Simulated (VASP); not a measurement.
OSZICAR of a VASP run on Ga31P33:

OSZICAR:
```
...
       N       E                     dE             d eps       ncg     rms          rms(c)
DAV:   1    -0.282684841114E+03   -0.69627E-02   -0.68963E-01   728   0.142E+00    0.482E-01
RMM:   2    -0.282689146704E+03   -0.43056E-02   -0.50386E-02   648   0.455E-01    0.139E-01
RMM:   3    -0.282689881192E+03   -0.73449E-03   -0.92782E-03   660   0.203E-01    0.902E-02
RMM:   4    -0.282689997861E+03   -0.11667E-03   -0.19801E-03   740   0.906E-02    0.853E-02
RMM:   5    -0.282689939491E+03    0.58370E-04   -0.35123E-04   643   0.378E-02    0.279E-02
RMM:   6    -0.282689952327E+03   -0.12836E-04   -0.15680E-04   616   0.220E-02    0.139E-02
RMM:   7    -0.282689949437E+03    0.28893E-05   -0.24156E-05   428   0.101E-02
   3 F= -.28268995E+03 E0= -.28268507E+03  d E =-.939709E-01  mag=     1.0000
       N       E                     dE             d eps       ncg     rms          rms(c)
DAV:   1    -0.282713453829E+03   -0.23502E-01   -0.11883E+00   672   0.172E+00    0.730E-01
RMM:   2    -0.282721129665E+03   -0.76758E-02   -0.10133E-01   648   0.569E-01    0.211E-01
RMM:   3    -0.282723398360E+03   -0.22687E-02   -0.23454E-02   688   0.272E-01    0.154E-01
RMM:   4    -0.282723608489E+03   -0.21013E-03   -0.37424E-03   717   0.114E-01    0.122E-01
RMM:   5    -0.282723512173E+03    0.96316E-04   -0.95558E-04   653   0.518E-02    0.523E-02
RMM:   6    -0.282723543620E+03   -0.31448E-04   -0.28935E-04   653   0.300E-02    0.256E-02
RMM:   7    -0.282723531451E+03    0.12169E-04   -0.67198E-05   505   0.142E-02    0.135E-02
RMM:   8    -0.282723532932E+03   -0.14811E-05   -0.27398E-05   429   0.818E-03
   4 F= -.28272353E+03 E0= -.28272320E+03  d E =-.335835E-01  mag=     1.0000
       N       E                     dE             d eps       ncg     rms          rms(c)
DAV:   1    -0.282730641077E+03   -0.71096E-02   -0.84888E-01   672   0.146E+00    0.591E-01
RMM:   2    -0.282735496851E+03   -0.48558E-02   -0.69414E-02   648   0.474E-01    0.167E-01
RMM:   3    -0.282737163781E+03   -0.16669E-02   -0.16441E-02   693   0.227E-01    0.122E-01
RMM:   4    -0.282737318363E+03   -0.15458E-03   -0.25091E-03   710   0.948E-02    0.971E-02
RMM:   5    -0.282737262115E+03    0.56248E-04   -0.54507E-04   647   0.413E-02    0.424E-02
RMM:   6    -0.282737285469E+03   -0.23354E-04   -0.20860E-04   631   0.245E-02    0.204E-02
RMM:   7    -0.282737277788E+03    0.76812E-05   -0.43141E-05   464   0.115E-02
   5 F= -.28273728E+03 E0= -.28273727E+03  d E =-.473284E-01  mag=     1.0000
       N       E                     dE             d eps       ncg     rms          rms(c)
DAV:   1    -0.282757338260E+03   -0.20053E-01   -0.14030E+00   664   0.190E+00    0.733E-01
RMM:   2    -0.282765220757E+03   -0.78825E-02   -0.10724E-01   648   0.614E-01    0.207E-01
RMM:   3    -0.282767583493E+03   -0.23627E-02   -0.24054E-02   686   0.288E-01    0.145E-01
RMM:   4    -0.282767835934E+03   -0.25244E-03   -0.40329E-03   707   0.122E-01    0.121E-01
RMM:   5    -0.282767726355E+03    0.10958E-03   -0.11065E-03   652   0.565E-02    0.462E-02
RMM:   6    -0.282767758110E+03   -0.31755E-04   -0.32353E-04   655   0.322E-02    0.246E-02
RMM:   7    -0.282767746576E+03    0.11534E-04   -0.64657E-05   502   0.149E-02    0.147E-02
RMM:   8    -0.282767747677E+03   -0.11006E-05   -0.27276E-05   422   0.820E-03
   6 F= -.28276775E+03 E0= -.28276775E+03  d E =-.304699E-01  mag=     1.0000
       N       E                     dE             d eps       ncg     rms          rms(c)
DAV:   1    -0.282769519837E+03   -0.17733E-02   -0.41336E-01   704   0.102E+00    0.392E-01
RMM:   2    -0.282771784861E+03   -0.22650E-02   -0.31466E-02   648   0.332E-01    0.112E-01
RMM:   3    -0.282772475117E+03   -0.69026E-03   -0.69600E-03   688   0.156E-01    0.744E-02
RMM:   4    -0.282772558318E+03   -0.83200E-04   -0.12454E-03   702   0.668E-02    0.629E-02
RMM:   5    -0.282772525353E+03    0.32964E-04   -0.28673E-04   636   0.303E-02    0.264E-02
RMM:   6    -0.282772534273E+03   -0.89195E-05   -0.10007E-04   557   0.176E-02    0.132E-02
RMM:   7    -0.282772532648E+03    0.16252E-05   -0.18802E-05   411   0.791E-03
   7 F= -.28277253E+03 E0= -.28277253E+03  d E =-.352549E-01  mag=     1.0000
       N       E                     dE             d eps       ncg     rms          rms(c)
DAV:   1    -0.282779117736E+03   -0.65835E-02   -0.48943E-01   672   0.120E+00    0.420E-01
RMM:   2    -0.282781870727E+03   -0.27530E-02   -0.36708E-02   648   0.372E-01    0.116E-01
RMM:   3    -0.282782752503E+03   -0.88178E-03   -0.88965E-03   687   0.175E-01    0.998E-02
RMM:   4    -0.282782825004E+03   -0.72502E-04   -0.13138E-03   700   0.726E-02    0.864E-02
RMM:   5    -0.282782779258E+03    0.45746E-04   -0.33899E-04   650   0.340E-02    0.333E-02
RMM:   6    -0.282782796769E+03   -0.17510E-04   -0.15051E-04   634   0.208E-02    0.182E-02
RMM:   7    -0.282782787640E+03    0.91284E-05   -0.29250E-05   433   0.972E-03
   8 F= -.28278279E+03 E0= -.28278279E+03  d E =-.102550E-01  mag=     1.0000
       N       E                     dE             d eps       ncg     rms          rms(c)
DAV:   1    -0.282783541049E+03   -0.74428E-03   -0.17277E-01   688   0.711E-01    0.252E-01
RMM:   2    -0.282784527722E+03   -0.98667E-03   -0.13079E-02   648   0.222E-01    0.701E-02
RMM:   3    -0.282784835118E+03   -0.30740E-03   -0.30762E-03   689   0.105E-01    0.579E-02
RMM:   4    -0.282784866445E+03   -0.31327E-04   -0.51359E-04   693   0.439E-02    0.505E-02
RMM:   5    -0.282784851820E+03    0.14625E-04   -0.10768E-04   595   0.200E-02    0.225E-02
RMM:   6    -0.282784855749E+03   -0.39293E-05   -0.46032E-05   468   0.119E-02
   9 F= -.28278486E+03 E0= -.28278486E+03  d E =-.123231E-01  mag=     1.0000
       N       E                     dE             d eps       ncg     rms          rms(c)
DAV:   1    -0.282784849551E+03    0.22688E-05   -0.10943E-02   728   0.179E-01    0.657E-02
RMM:   2    -0.282784912025E+03   -0.62474E-04   -0.87127E-04   648   0.567E-02    0.191E-02
RMM:   3    -0.282784933835E+03   -0.21810E-04   -0.21297E-04   660   0.272E-02    0.150E-02
RMM:   4    -0.282784935666E+03   -0.18307E-05   -0.32039E-05   428   0.114E-02
  10 F= -.28278494E+03 E0= -.28278494E+03  d E =-.124030E-01  mag=     1.0000
       N       E                     dE             d eps       ncg     rms          rms(c)
DAV:   1    -0.282788620525E+03   -0.36867E-02   -0.30394E-01   680   0.964E-01    0.294E-01
RMM:   2    -0.282790149512E+03   -0.15290E-02   -0.17947E-02   648   0.286E-01    0.785E-02
RMM:   3    -0.282790558014E+03   -0.40850E-03   -0.40489E-03   679   0.130E-01    0.770E-02
RMM:   4    -0.282790593056E+03   -0.35042E-04   -0.60109E-04   704   0.535E-02    0.675E-02
RMM:   5    -0.282790566264E+03    0.26792E-04   -0.13618E-04   646   0.249E-02    0.282E-02
RMM:   6    -0.282790577686E+03   -0.11422E-04   -0.93980E-05   611   0.166E-02    0.177E-02
RMM:   7    -0.282790572227E+03    0.54589E-05   -0.12625E-05   395   0.763E-03
  11 F= -.28279057E+03 E0= -.28279057E+03  d E =-.563656E-02  mag=     1.0000
       N       E                     dE             d eps       ncg     rms          rms(c)
DAV:   1    -0.282790931968E+03   -0.35428E-03   -0.14696E-01   688   0.671E-01    0.206E-01
RMM:   2    -0.282791702838E+03   -0.77087E-03   -0.89087E-03   648   0.201E-01    0.539E-02
RMM:   3    -0.282791901908E+03   -0.19907E-03   -0.19655E-03   678   0.908E-02    0.542E-02
RMM:   4    -0.282791918948E+03   -0.17039E-04   -0.29584E-04   704   0.375E-02    0.480E-02
RMM:   5    -0.282791904903E+03    0.14045E-04   -0.67103E-05   585   0.174E-02    0.203E-02
RMM:   6    -0.282791910456E+03   -0.55533E-05   -0.47570E-05   514   0.116E-02
  12 F= -.28279191E+03 E0= -.28279191E+03  d E =-.697479E-02  mag=     1.0000
       N       E                     dE             d eps       ncg     rms          rms(c)
DAV:   1    -0.282793311333E+03   -0.14064E-02   -0.31608E-01   668   0.956E-01    0.295E-01
RMM:   2    -0.282794904155E+03   -0.15928E-02   -0.18710E-02   648   0.285E-01    0.759E-02
RMM:   3    -0.282795324520E+03   -0.42036E-03   -0.41629E-03   688   0.129E-01    0.743E-02
RMM:   4    -0.282795355896E+03   -0.31376E-04   -0.57776E-04   693   0.521E-02    0.643E-02
RMM:   5    -0.282795325221E+03    0.30675E-04   -0.14065E-04   644   0.254E-02    0.299E-02
RMM:   6    -0.282795335418E+03   -0.10197E-04   -0.11032E-04   610   0.178E-02    0.164E-02
RMM:   7    -0.282795329754E+03    0.56644E-05   -0.14035E-05   396   0.821E-03
  13 F= -.28279533E+03 E0= -.28279533E+03  d E =-.341930E-02  mag=     1.0000
       N       E                     dE             d eps       ncg     rms          rms(c)
DAV:   1    -0.282795333100E+03    0.23179E-05   -0.20205E-02   720   0.242E-01    0.736E-02
RMM:   2    -0.282795445467E+03   -0.11237E-03   -0.12566E-03   648   0.737E-02    0.188E-02
RMM:   3    -0.282795469781E+03   -0.24314E-04   -0.24841E-04   663   0.327E-02    0.202E-02
RMM:   4    -0.282795472145E+03   -0.23638E-05   -0.42426E-05   447   0.140E-02
  14 F= -.28279547E+03 E0= -.28279547E+03  d E =-.356169E-02  mag=     1.0000
       N       E                     dE             d eps       ncg     rms          rms(c)
DAV:   1    -0.282796304662E+03   -0.83488E-03   -0.15753E-01   684   0.697E-01    0.211E-01
RMM:   2    -0.282797123354E+03   -0.81869E-03   -0.95334E-03   648   0.211E-01    0.577E-02
RMM:   3    -0.282797322011E+03   -0.19866E-03   -0.20126E-03   686   0.944E-02    0.541E-02
RMM:   4    -0.282797333667E+03   -0.11656E-04   -0.28231E-04   680   0.383E-02    0.461E-02
RMM:   5    -0.282797318767E+03    0.14900E-04   -0.94488E-05   636   0.197E-02    0.150E-02
RMM:   6    -0.282797324068E+03   -0.53002E-05   -0.39316E-05   478   0.117E-02
  15 F= -.28279732E+03 E0= -.28279732E+03  d E =-.185192E-02  mag=     1.0000
```

Q: Which electronic solver shows in the log?

A: It is blocked Davidson (ALGO = Normal, or the opening steps of other solvers) and then RMM-DIIS (ALGO = Fast or VeryFast). The INCAR had ALGO = Fast.

Q: How was spin treated?

A: Collinear spin (ISPIN = 2): the summary line carries one mag value, 1.00 μB in the cell.

Q: Can the final energy be trusted as converged?

A: Self-consistency was reached. It stopped with EDIFF = 1E-5, NELM = 100, NSW = 60 and EDIFFG = -0.03 after 15 ionic steps (PBE GGA, plane waves, VASP's PBE PAW potentials (set 64)). The cell is charged, with a uniform compensating background. The supercell is sampled at Γ alone, which is coarse: total energies, pressure and levels can be off, energies of defects by several tenths of an eV.

The cell is a supercell with a defect, built from GaP (zinc blende): P_Ga, charge -1. The total moment is imposed (NUPDOWN), so this need not be the lowest spin state.
